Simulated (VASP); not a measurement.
A cell of Na2S (antifluorite) near equilibrium:

```
Na2S
1.0
    0.00000     3.24509     3.24509
    3.24509     0.00000     3.24509
    3.24509     3.24509     0.00000
Na S
2 1
Cartesian
  1.62254   1.62254   1.62254
  4.86763   4.86763   4.86763
  0.00000   0.00000   0.00000
```

The numbers are results of r2SCAN meta-GGA, VASP's PBE PAW potentials (set 64) (plane waves; VASP), not measurements.

```
run               ΔE (meV/atom)   σxx   σyy   σzz  largest shear component, with its sign (GPa)  largest force (eV/Å)  gap (eV)
----------------  -------------  ----  ----  ----  --------------------------------------------  --------------------  --------
as it is                    0.0  0.20  0.20  0.20                                          0.00                 0.000      3.15
after one change            0.7  0.20  0.20  0.22                                         -0.48                 0.048      3.12
```
Stress is in GPa, positive when the cell is compressed; gaps are those on the k-mesh, and 0.00 means metallic.

**Question.** What was changed between the two runs?
A) isotropic strain of +3.0 %
B) atom 3 (S) moved by 0.200 Å along y
C) shear strain γ_xy = +2.0 %
D) isotropic strain of +0.5 %

**Answer.** C, shear strain γ_xy = +2.0 %

The compound is Na2S in the antifluorite structure.
